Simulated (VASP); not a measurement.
```
NaI
1.0
    0.00000     3.23128     3.23128
    3.23128     0.00000     3.23128
    3.23128     3.23128     0.00000
Na I
1 1
Direct
  0.00000   0.00000   0.00000
  0.50000   0.50000   0.50000
```

These are vdW-DF-cx, VASP's PBE PAW potentials (set 64) (plane waves; VASP) values and carry that method's errors. Run with 520 eV cut-off, Gaussian smearing of 0.050 eV, potentials Na_pv I.

Unless said otherwise, spin-orbit coupling is left out, though it shifts the bands of the heavy elements here.

Problem. Predict the band gap (along the path) with the smallest direct gap where there is one.

Solution. 
| Quantity | Value |
|---|---|
| band gap (along the path) | 3.73 eV |
| smallest direct gap (along the path) | 3.73 eV |

The compound is NaI in the rock salt structure. It was relaxed first.
